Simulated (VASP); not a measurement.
These are PBE GGA, VASP's PBE PAW potentials (set 64) (plane waves; VASP 6.6.1) values and carry that method's errors.

Input for VASP

### POSCAR
```
F atom
1
   12.0000000000     0.0000000000     0.0000000000
    0.0000000000    12.5000000000     0.0000000000
    0.0000000000     0.0000000000    13.0000000000
F
1
Direct
  0.0000000000   0.0000000000   0.0000000000
```

File KPOINTS:
```
Automatic mesh
0
Gamma
1 1 1
0 0 0
```

INCAR:
```
! general
SYSTEM =F atom
PREC   =Normal
ENCUT  =520
LREAL  =.FALSE.
LASPH  =.TRUE.
ISYM   =0

! electronic loop
EDIFF  =1E-6
NELM   =200
ALGO   =All

! smearing
ISMEAR =0
SIGMA  =0.01

! functional
GGA    =PE

! spin
ISPIN  =2
MAGMOM =1
NUPDOWN=1

! output
LWAVE  =.FALSE.
LCHARG =.FALSE.
LORBIT =10
```

POTCAR, in this order: F (PBE.64 set). Program: vasp_gam. Read from the step before: WAVECAR.

Output of the run:

OSZICAR:
```
       N       E                     dE             d eps       ncg     rms           ort
SDA:   1    -0.427402589580E+00   -0.42740E+00    0.00000E+00     8   0.352E-06   0.000E+00
SDA:   2    -0.427403893953E+00   -0.13044E-05   -0.13046E-05     8   0.243E-04   0.255E-05
SDA:   3    -0.427549068495E+00   -0.14517E-03   -0.14517E-03     8   0.286E-02   0.265E-03
SDA:   4    -0.636141993365E+00   -0.20859E+00   -0.20464E+00     8   0.370E+00   0.769E-02
CGA:   5    -0.675133528502E+00   -0.38992E-01   -0.11166E+00     8   0.236E-01   0.250E-01
CGA:   6    -0.682846607760E+00   -0.77131E-02   -0.77263E-02     8   0.182E-01  -0.125E-04
CGA:   7    -0.686447454826E+00   -0.36008E-02   -0.36003E-02     8   0.243E-02   0.288E-04
CGA:   8    -0.686901644541E+00   -0.45419E-03   -0.45545E-03     8   0.453E-03   0.459E-05
CGA:   9    -0.686993944656E+00   -0.92300E-04   -0.92929E-04     8   0.124E-03   0.246E-05
CGA:  10    -0.687029108745E+00   -0.35164E-04   -0.35422E-04     8   0.427E-04   0.188E-05
CGA:  11    -0.687039281981E+00   -0.10173E-04   -0.10311E-04     8   0.798E-05   0.806E-06
CGA:  12    -0.687041376251E+00   -0.20943E-05   -0.21612E-05     8   0.231E-05   0.543E-06
CGA:  13    -0.687042092030E+00   -0.71578E-06   -0.74370E-06     8   0.689E-06   0.373E-06
   1 F= -.68704209E+00 E0= -.68704209E+00  d E =-.614126E-29  mag=     1.0000
```

### OUTCAR
```
------------------------ aborting loop because EDIFF is reached ----------------------------------------
  FORCE on cell =-STRESS in cart. coord.  units (eV):
  Direction    XX          YY          ZZ          XY          YZ          ZX
  --------------------------------------------------------------------------------------
  Total       -0.0515424     -0.0383790     -0.0566181     -0.0010231      0.0003444     -0.0000044
  in kB       -0.0423488     -0.0315333     -0.0465191     -0.0008406      0.0002830     -0.0000037
  external PRESSURE =      -0.0401337 kB  Pullay stress =       0.0000000 kB
  volume of cell :     1950.00
      direct lattice vectors                 reciprocal lattice vectors
    12.000000000  0.000000000  0.000000000     0.083333333  0.000000000  0.000000000
     0.000000000 12.500000000  0.000000000     0.000000000  0.080000000  0.000000000
     0.000000000  0.000000000 13.000000000     0.000000000  0.000000000  0.076923077
 POSITION                                       TOTAL-FORCE (eV/Angst)
 -----------------------------------------------------------------------------------
      0.00000      0.00000      0.00000        -0.000000      0.000000     -0.000000
 -----------------------------------------------------------------------------------
    total drift:                               -0.000000      0.000000     -0.000000
  FREE ENERGIE OF THE ION-ELECTRON SYSTEM (eV)
  ---------------------------------------------------
  free  energy   TOTEN  =        -0.6870420920 eV

  energy  without entropy=       -0.6870420920  energy(sigma->0) =       -0.68704209

 total charge

# of ion       s       p       d       tot
------------------------------------------
    1        1.760   3.994   0.000   5.754

 magnetization (x)

# of ion       s       p       d       tot
------------------------------------------
    1        0.004   0.840   0.000   0.844
```
(Selected blocks of OUTCAR.)

The atom may not be in its lowest state.

The cell is a free atom in a box.
